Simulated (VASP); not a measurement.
```
CELL_PARAMETERS angstrom
      1.44860     0.83635     4.62835
     -1.44860     0.83635     4.62835
      0.00000    -1.67269     4.62835
ATOMIC_POSITIONS crystal
  Cr 0.00000 0.00000 0.00000
  Ta 0.50000 0.50000 0.50000
```
Starting moments (μB, in the order of the record's atoms Cr Ta): 3.0 0.0.

Computed with PBE GGA, VASP's PBE PAW potentials (set 64) (plane waves; VASP). Run with 300 eV cut-off, 7×7×7 Γ-centred mesh, Fermi-Dirac smearing of 0.14 eV, potentials Cr_pv Ta_pv.

The moments were started parallel, and other spin orders were not tried in this run.

Q: Give the spin-up energies of bands 7 to 16 at the high-symmetry points, in eV from the Fermi level.

A: 
```
band      Γ      T     H2      L     S0      F
----  -----  -----  -----  -----  -----  -----
7     -7.75  -6.28  -2.87  -3.69  -2.81  -4.33
8     -4.09  -5.01  -2.68  -2.79  -2.54  -4.03
9     -1.06  -1.33  -2.35  -2.45  -2.32  -3.10
10    -1.06  -0.91  -2.18  -2.08  -2.25  -1.02
11    -0.66  -0.91  -1.28  -1.04  -1.38  -0.55
12    -0.66  -0.62  -0.40  -0.44  -0.42   0.22
13    -0.38  -0.09   0.76  -0.37   0.81   0.72
14     0.59  -0.09   1.20   0.73   1.18   1.74
15     1.58   0.94   1.65   2.57   1.62   2.77
16     1.58   0.94   3.43   3.19   3.22   3.96
```

Q: Give the spin-down energies of bands 7 to 16 at the high-symmetry points, in eV from the Fermi level.

A: 
```
band      Γ      T     H2      L     S0      F
----  -----  -----  -----  -----  -----  -----
7     -7.57  -6.34  -2.36  -3.77  -2.23  -4.12
8     -3.72  -4.41  -1.75  -2.38  -1.73  -3.56
9      0.28  -0.69  -1.71  -1.64  -1.66  -2.21
10     0.28   0.05  -1.64  -0.66  -1.66   0.41
11     0.54   0.82  -0.37  -0.34  -0.51   0.53
12     0.54   0.82   0.17   0.30   0.17   0.61
13     0.71   0.83   1.91   1.53   1.81   2.62
14     0.83   0.83   2.09   2.53   2.26   3.01
15     2.47   1.96   3.02   2.63   2.93   3.23
16     2.47   1.96   4.22   4.33   4.06   4.53
```

It has no gap at this level: it comes out as a metal or semimetal.

The structure was generated: TaCr was put into an ordered model structure, which need not be its known phase. The cell was not relaxed at this level. The k-mesh is coarse (spacing up to 0.36 per Å, 2π included), so the numbers may not be converged in it.
